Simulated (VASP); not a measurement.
Here is the system:

```
CELL_PARAMETERS angstrom
      1.58496    -2.74523     0.00000
      1.58496     2.74523     0.00000
      0.00000     0.00000    13.24826
ATOMIC_POSITIONS crystal
  Mo 0.33333 0.66667 0.25000
  Mo 0.66667 0.33333 0.75000
  S  0.33333 0.66667 0.86768
  S  0.66667 0.33333 0.36768
  S  0.66667 0.33333 0.13232
  S  0.33333 0.66667 0.63232
```

These are MS2 meta-GGA, VASP's PBE PAW potentials (set 64) (plane waves; VASP 6.6.1) values and carry that method's errors. Run with 520 eV cut-off, 9×9×2 Γ-centred mesh, tetrahedra with Blöchl corrections, potentials Mo_sv S.

The cores are frozen, which limits the accuracy of field gradients.

Question: Give the principal components of the electric field gradient (V/Å²) and the asymmetry η at each nucleus.

Answer: 
| atom | Vxx | Vyy | Vzz | η |
|---|---|---|---|---|
| Mo1 | 44.1 | 44.1 | -88.2 | 0.00 |
| Mo2 | 44.1 | 44.1 | -88.2 | 0.00 |
| S3 | 28.5 | 28.5 | -57.1 | 0.00 |
| S4 | 28.5 | 28.5 | -57.1 | 0.00 |
| S5 | 28.5 | 28.5 | -57.1 | 0.00 |
| S6 | 28.5 | 28.5 | -57.1 | 0.00 |

The compound is MoS2 in the 2H layered structure. It was relaxed first, which changed the volume by +8 %.
